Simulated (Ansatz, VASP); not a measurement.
# TePb: VASP beside Ansatz, part 2 of 2

Aim: how closely do two programs agree when they are given the same cell, functional and k mesh? The cell is taken from a series of runs on this material, whose earlier steps may have relaxed, scaled, displaced or heated it; both programs get it as it stands.

VASP 6.6.1 and Ansatz 0.2.0.

So far: The starting structure; VASP: elastic constants, r2SCAN.

## Step 3: Ansatz: elastic constants, r2SCAN

Level of this step: Ansatz beside VASP: Kohn-Sham DFT, plane waves, r2SCAN (Ansatz).

Ansatz runs on its default PAW (the set named soft_2) files.

The same cell, functional and mesh now go to Ansatz, which takes its cutoff from its data sets.

input.yaml

```yaml
crystal:
  lattice:
    - [0.0, 3.267584334, 3.267584334]
    - [3.267584334, 0.0, 3.267584334]
    - [3.267584334, 3.267584334, 0.0]
  atoms:
    - { symbol: Te, position: [0.5, 0.5, 0.5] }
    - { symbol: Pb, position: [0.0, 0.0, 0.0] }
kpoints:
  mp_grid: { grid: [8, 8, 8] }
hamiltonian:
  xc: r2scan
scf:
  occupations: { method: fixed }
output:
  forces: true
  stress: true
  eigenvalues: true
elastic:
  mode: relaxed_ion
  stencil: two_point
```

Started as:

```console
> ansatz run input.yaml --threads 4 --pin off --max-ram 14336MiB --backend cpu --events-out ev --progress --plain --runs-dir out
```

Numbers of over 12 decimals in the logs are rounded to 6 here.

Log:

```text
Engine: ansatz 0.2.0, aarch64-unknown-linux-gnu
Pseudopotentials: kind: paw
Pseudopotential: Te, paw, valence charge 16, recommended cutoff 500 eV (meta_gga), Te.paw.azcp
Pseudopotential: Pb, paw, valence charge 14, recommended cutoff 500 eV (meta_gga), Pb.paw.azcp
Functional definition: r2SCAN
  parameter k0 = 0.174
  parameter k1 = 0.065
  parameter a1 = 4.9479
  exchange = r2scan_x(k0 = k0, k1 = k1, a1 = a1)
  correlation = r2scan_c
Crystal: 2 atoms, lattice volume = 69.777 Å³
Basis set: ecut = 500 eV, 1807 PW (Γ), exchange–correlation on 144×144×144 points (64 copies of the dense FFT grid, shifted against one another)
Bands: 19, of which v1, the nominal top of the filled ones, is band 15 counted from 1 (14 counted from 0)
Symmetry: 48 space group operations
Space group: Fm-3m (ITA 225), of the structure as read, at distance tolerance 4.1e-5 Å
k-points: 29 of 512
Non-local potential: Te, projectors of the file, l = 0: 2, l = 1: 2, l = 2: 2, l = 3: 2
Non-local potential: Pb, projectors of the file, l = 0: 2, l = 1: 2, l = 2: 2, l = 3: 2
PAW form: soft (Blöchl's): semilocal exchange-correlation on the pseudo side does not see the compensation charge
PAW frozen core: Te, regenerated for the run's functional (the file was generated under x = pbe(κ = 0.804, μ = 0.219515), c = pbe(β = 0.066725))
PAW frozen core: Pb, regenerated for the run's functional (the file was generated under x = pbe(κ = 0.804, μ = 0.219515), c = pbe(β = 0.066725))
PAW one-centre angular grid: Te, 590 points (default); XC on 160 Gauss nodes
PAW one-centre angular grid: Pb, 590 points (default); XC on 160 Gauss nodes
Initial density: superposition of atomic densities (neutral atoms: chi_scale 0, normalization atom), corrected by the library's trained network
Initial wavefunctions: pseudopotential atomic-orbital guess
Functional: x = r2scan, c = r2scan; τ floored in thin density (d = 2e-4 eV/Å³)
SCF iter   1: F=—  HF=-18916.685738 eV  |F-HF|=—  |Δ(HF+E_count)|=         —  Δρ=4.83e-3  dr2=1.18e-2  dr2_τ=1.04e-3  ethr=1.77e-3  ⟨swp⟩=4.9  Hψ=2375  notcnv=0  defer=43
preconditioner: auto → none  [insulator: Δε(μ)=1.079 eV  Ē_g=15.406 eV  n_scr=14 (ndim 8)  ℏωp=19.9 eV  f_vac=0.017  ε∞_Penn≈2.7]
SCF iter   2: F=—  HF=-18916.686506 eV  |F-HF|=—  |Δ(HF+E_count)|=   7.68e-4  Δρ=1.35e-3  dr2=1.14e-3  dr2_τ=9.08e-5  ethr=3.93e-5  ⟨swp⟩=2.7  Hψ=1169  notcnv=0  defer=51
SCF iter   3: F=—  HF=-18916.686695 eV  |F-HF|=—  |Δ(HF+E_count)|=   1.89e-4  Δρ=4.76e-4  dr2=8.07e-5  dr2_τ=7.38e-6  ethr=3.79e-6  ⟨swp⟩=3.0  Hψ=1053  notcnv=0  defer=49
SCF iter   4: F=—  HF=-18916.686742 eV  |F-HF|=—  |Δ(HF+E_count)|=   4.66e-5  Δρ=1.52e-4  dr2=1.11e-5  dr2_τ=1.93e-7  ethr=2.69e-7  ⟨swp⟩=2.1  Hψ=907  notcnv=0  defer=49
SCF iter   5: F=—  HF=-18916.686746 eV  |F-HF|=—  |Δ(HF+E_count)|=   3.65e-6  Δρ=4.18e-5  dr2=1.74e-6  dr2_τ=2.44e-8  ethr=3.68e-8  ⟨swp⟩=3.0  Hψ=1082  notcnv=0  defer=14
SCF iter   6: F=—  HF=-18916.686745 eV  |F-HF|=—  |Δ(HF+E_count)|=   9.02e-7  Δρ=7.99e-6  dr2=2.78e-8  dr2_τ=7.97e-10  ethr=5.81e-9  ⟨swp⟩=3.0  Hψ=976  notcnv=0  defer=1
SCF iter   7: F=—  HF=-18916.686745 eV  |F-HF|=—  |Δ(HF+E_count)|=   9.03e-9  Δρ=1.56e-6  dr2=1.88e-9  dr2_τ=5.49e-11  ethr=9.28e-11  ⟨swp⟩=2.0  Hψ=986  notcnv=0  defer=1
SCF iter   8: F=—  HF=-18916.686745 eV  |F-HF|=—  |Δ(HF+E_count)|=  3.93e-10  Δρ=3.20e-7  dr2=6.56e-11  dr2_τ=1.08e-12  ethr=6.26e-12  ⟨swp⟩=2.0  Hψ=978  notcnv=0  defer=1
SCF iter   9: F=—  HF=-18916.686745 eV  |F-HF|=—  |Δ(HF+E_count)|=  2.18e-11  Δρ=1.84e-8  dr2=1.82e-13  dr2_τ=1.43e-14  ethr=2.19e-13 (applied; sched 1.00e-12)  ⟨swp⟩=2.0  Hψ=986  notcnv=0  defer=1
SCF iter  10: F=-18916.686745 eV  HF=-18916.686745 eV  |F-HF|=1.09e-11  |Δ(HF+E_count)|=  1.82e-11  Δρ=1.65e-9  dr2=1.84e-15  dr2_τ=9.18e-17  ethr=1.00e-12  ⟨swp⟩=7.1  Hψ=2925  notcnv=0
SCF 1 converged in 10 iterations: F = -18916.686745 eV  dr2 = 1.84e-15
  greatest PAW one-centre occupation: 0.997 electrons in one spin orbital (limit 2), on the Te atom at site 0 (counted from 0), in its partial waves of l = 2
Initial density: handed on by an earlier stage of this run
Initial wavefunctions: those handed on with the density
[...]
preconditioner: auto → none  [insulator: Δε(μ)=1.089 eV  Ē_g=15.360 eV  n_scr=14 (ndim 8)  ℏωp=19.9 eV  f_vac=0.020  ε∞_Penn≈2.7]
[...]
SCF 2 converged in 2 iterations: F = -18916.686745 eV  dr2 = 2.01e-16
Crystal: 2 atoms, lattice volume = 69.637 Å³
Symmetry: 16 space group operations
k-points: 59 of 512
[...]
SCF 3 converged in 8 iterations: F = -18916.686651 eV  dr2 = 1.92e-14
Crystal: 2 atoms, lattice volume = 69.916 Å³
[...]
preconditioner: auto → none  [insulator: Δε(μ)=1.093 eV  Ē_g=15.354 eV  n_scr=14 (ndim 8)  ℏωp=19.9 eV  f_vac=0.020  ε∞_Penn≈2.7]
[...]
SCF 4 converged in 6 iterations: F = -18916.686642 eV  dr2 = 5.08e-14
Symmetry: 8 space group operations
k-points: 95 of 512
[...]
preconditioner: auto → none  [insulator: Δε(μ)=1.078 eV  Ē_g=15.360 eV  n_scr=14 (ndim 8)  ℏωp=19.9 eV  f_vac=0.020  ε∞_Penn≈2.7]
[...]
SCF iter   5: F=—  HF=-18916.686732 eV  |F-HF|=—  |Δ(HF+E_count)|=   1.71e-9  Δρ=2.85e-7  dr2=5.64e-11  dr2_τ=1.49e-12  ethr=4.47e-12  ⟨swp⟩=2.0  Hψ=2555  notcnv=0  defer=150
SCF iter   6: F=—  HF=-18916.686732 eV  |F-HF|=—  |Δ(HF+E_count)|=  2.91e-11  Δρ=1.10e-7  dr2=7.71e-12  dr2_τ=3.22e-13  ethr=1.88e-13 (applied; sched 1.00e-12)  ⟨swp⟩=2.2  Hψ=2652  notcnv=0  defer=150
SCF iter   7: F=—  HF=-18916.686732 eV  |F-HF|=—  |Δ(HF+E_count)|=  7.28e-12  Δρ=2.79e-8  dr2=5.40e-13  dr2_τ=1.87e-14  ethr=2.57e-14 (applied; sched 1.00e-12)  ⟨swp⟩=2.0  Hψ=2089  notcnv=0  defer=150
SCF iter   8: F=-18916.686732 eV  HF=-18916.686732 eV  |F-HF|=3.64e-12  |Δ(HF+E_count)|=  7.28e-12  Δρ=1.07e-8  dr2=7.89e-14  dr2_τ=1.89e-15  ethr=1.00e-12  ⟨swp⟩=5.1  Hψ=6404  notcnv=0
SCF 5 converged in 8 iterations: F = -18916.686732 eV  dr2 = 7.89e-14
iter 1 solved again at ethr=1.00e-12 eV; its pass at ethr=3.10e-3 eV (dr2=1.35e-10 eV) is discarded
SCF iter   1: F=—  HF=-18916.686732 eV  |F-HF|=—  |Δ(HF+E_count)|=         —  Δρ=2.90e-6  dr2=1.28e-10  dr2_τ=1.14e-10  ethr=1.00e-12  ⟨swp⟩=3.1  Hψ=9899  notcnv=0  defer=96
preconditioner: auto → none  [insulator: Δε(μ)=1.080 eV  Ē_g=15.360 eV  n_scr=14 (ndim 8)  ℏωp=19.9 eV  f_vac=0.020  ε∞_Penn≈2.7]
SCF iter   2: F=—  HF=-18916.686732 eV  |F-HF|=—  |Δ(HF+E_count)|=   3.02e-8  Δρ=1.45e-6  dr2=4.22e-11  dr2_τ=4.19e-10  ethr=4.28e-13 (applied; sched 1.00e-12)  ⟨swp⟩=2.0  Hψ=2755  notcnv=0  defer=96
SCF iter   3: F=—  HF=-18916.686732 eV  |F-HF|=—  |Δ(HF+E_count)|=   3.48e-9  Δρ=5.75e-7  dr2=6.48e-12  dr2_τ=6.58e-11  ethr=1.41e-13 (applied; sched 1.00e-12)  ⟨swp⟩=2.0  Hψ=2280  notcnv=0  defer=96
SCF iter   4: F=—  HF=-18916.686732 eV  |F-HF|=—  |Δ(HF+E_count)|=  7.13e-10  Δρ=2.92e-8  dr2=2.22e-13  dr2_τ=1.16e-13  ethr=2.16e-14 (applied; sched 1.00e-12)  ⟨swp⟩=2.0  Hψ=2604  notcnv=0  defer=96
SCF iter   5: F=-18916.686732 eV  HF=-18916.686732 eV  |F-HF|=1.09e-11  |Δ(HF+E_count)|=  1.09e-11  Δρ=6.97e-9  dr2=4.24e-14  dr2_τ=1.27e-15  ethr=1.00e-12  ⟨swp⟩=4.9  Hψ=6276  notcnv=0
SCF 6 converged in 5 iterations: F = -18916.686732 eV  dr2 = 4.24e-14
SCF converged after 2 iterations
Free energy (F): -18916.686745 eV
Harris-Foulkes:  -18916.686745 eV  (|F-HF|=3.64e-12)
Internal energy: -18916.686745 eV  (E = F + TS)
E sigma→0 (E₀):  -18916.686745 eV
Fermi energy:    8.045464 eV
--- Per-component energies (eV) ---
  E_band       = -350.083250
  E_kinetic    = 466.680561
  E_local      = -2438.180484  (includes V_loc(G=0)·N_el)
  E_nonlocal   = 40.530445
  E_hartree    = 1276.150671
  E_xc         = -323.645154
  E_vxc        = -256.724277  (∫ρ·V_xc dr)
  E_paw        = -15118.495640  (= ΣΔE_a)
  E_vpaw       = -731.989976  (= ΣTr[D̂ρ^β])
  E_aug_tail   = -0.000022  (compensation charges beyond the density's cutoff)
  E_vtau       = 17.299161  (kinetic-family band-sum trace: ∫τ·v_τ [+ j·A + Jᵃ·Aᵃ] dr)
  E_ewald      = -2820.977480
  E_core_change = 1.250358  (= ΣΔE_core)
  E_smearing   = -0.000000  (= −TS)
  E_closure    = 0.000000  (closes the sum)
  Σ components = -18916.686745   (vs F -18916.686745, Δ=0.00e0)
--- Forces (eV/Å), atoms counted from 1 ---
  atom   1  Te     0.00000000    -0.00000000     0.00000000
  atom   2  Pb     0.00000000    -0.00000000     0.00000000
  max |Σ_I F_I| component: 3.02e-29 eV/Å
--- Stress (GPa, compression-positive) ---
       -0.005411      -0.000000      -0.000000
        0.000000      -0.005411       0.000000
       -0.000000       0.000000      -0.005411
  P = ⅓ Tr σ = -0.0054 GPa (-0.054 kbar)
--- Band table (eV; the first three rows and the last of 29) ---
  k-point 0: bands = [... 11 lower, 2.3366, 6.6838, 6.6838, 6.6838, 12.3568, 12.3568, 12.3568, 14.3248]
  k-point 1: bands = [... 11 lower, 1.8965, 6.7255, 6.7255, 6.9384, 11.6178, 11.7619, 11.7619, 14.1579]
  k-point 2: bands = [... 11 lower, 0.9122, 6.8515, 6.8515, 7.4131, 10.4586, 10.7273, 10.7273, 14.4635]
  k-point 28: bands = [... 11 lower, -0.0614, 4.3289, 4.3289, 7.6600, 9.9750, 13.6103, 13.6103, 15.2284]
--- Elastic constants: 2 strain directions × 2 members + reference (group order 48) ---
  dense FFT box of the reference and of every strained cell: 36×36×36
  strains applied: 11, 23; error gains: componentwise 1.00 (the most a stress slope's error grows in a printed constant), spectral 1.73 (1 for all six strains in a standard setting)
  C = ∂σ_k/∂η_j (tension-positive GPa; Voigt order 11 22 33 23 13 12):
       113.975      6.218      6.218      0.000      0.000     -0.000
         6.218    113.975      6.218     -0.000      0.000      0.000
         6.218      6.218    113.975      0.000     -0.000     -0.000
         0.000      0.000      0.000     15.402      0.000      0.000
        -0.000     -0.000      0.000     -0.000     15.402      0.000
        -0.000      0.000     -0.000      0.000      0.000     15.402
  reference stress σ⁰ (GPa):      0.005      0.005      0.005     -0.000     -0.000     -0.000
  C* (energy form; C + prestress term) asymmetry max|C*_kj − C*_jk| = 1.776e-15 GPa — a small one proves nothing (zero by symmetry where the batch's group is 432, −43m or m−3m); a large one is finite-difference/SCF noise where every solve meets its electron count
  moduli (Voigt/Reuss/Hill, GPa): K = 42.14/42.14/42.14   G = 30.79/21.56/26.18   E = 65.06   ν = 0.243
  mechanically stable: yes (min eigenvalue of sym C = 15.40 GPa)
  strain η (Voigt 11):  stress-route row diagonal C_11 = 113.98 GPa, energy-path curvature d²(F+E_count+ΔE)/dδ²/Ω₀ = 113.97 GPa
         δ    σ_11 (GPa)             F (eV)   n_scf  n_hpsi   n_pw
    -2.000e-3      -0.2256      -18916.6866507       8   21285   1807   relax 0 steps, max|allowed force component| 3.00e-29 eV/Å
     2.000e-3       0.2303      -18916.6866422       6   17959   1807   relax 0 steps, max|allowed force component| 5.92e-31 eV/Å
  strain η (Voigt 23):  stress-route row diagonal C_44 = 15.40 GPa, energy-path curvature d²(F+E_count+ΔE)/dδ²/Ω₀ = 15.39 GPa
         δ    σ_23 (GPa)             F (eV)   n_scf  n_hpsi   n_pw
    -2.000e-3      -0.0308      -18916.6867320       8   33208   1807   relax 0 steps, max|allowed force component| 5.13e-29 eV/Å
     2.000e-3       0.0308      -18916.6867320       5   25550   1807   relax 0 steps, max|allowed force component| 1.44e-28 eV/Å
```

Reading the cycles: dr2 is the Hartree energy of the density residual (eV), the measure of convergence; HF is the Harris–Foulkes estimate of the energy, which meets the free energy F at convergence.

## Step 4: Side by side

Known differences besides the potentials themselves: VASP keeps PBE cores, Ansatz makes them for the functional; fixed occupations in Ansatz, narrow Gaussian smearing in VASP; the data sets hold 30 valence electrons in Ansatz (on its default PAW (the set named soft_2) files) and 20 in VASP; the cutoff is 500 eV in Ansatz and 550 eV in VASP; VASP takes each elastic constant from one size of strain, Ansatz from those that its log lists. Total energies have different zeros and are not compared.

Compared:

```
 quantity  Ansatz   VASP  difference
C11 (GPa)   114.0  114.9     -0.80 %
C22 (GPa)   114.0  114.9     -0.80 %
C33 (GPa)   114.0  114.9     -0.80 %
C12 (GPa)     6.2    6.3     -1.62 %
C13 (GPa)     6.2    6.3     -1.62 %
C23 (GPa)     6.2    6.3     -1.62 %
C44 (GPa)    15.4   15.5     -0.70 %
C55 (GPa)    15.4   15.5     -0.70 %
C66 (GPa)    15.4   15.5     -0.70 %
```

## Step 5: What came out

- difference in C12 (elastic constants, r2SCAN): -1.6 %

**Reading.** The difference in C12 is -1.6 % (elastic constants, r2SCAN), within the 5 % picked in this series as the mark of a large difference. The data sets hold unlike numbers of valence electrons (30 in Ansatz and 20 in VASP), so part of the differences comes from the potentials. 1 further run of this series is not shown here. Such differences can come from data sets, numerical settings and the points named under the comparisons, not from the functional's error against experiment.

[Lines on the potential files, build, host, timing and source positions are cut from VASP's logs without a mark.]

[Logs are printed without paths, hosts, clocks, repeated set-up lines and the standing remarks that a program may print on its own settings, such as how far it seeks lower states.]

[Hosts, paths, dates, database ids (printed as entryN), source tags and the programs' standing remarks are cut or masked in the printed files.]
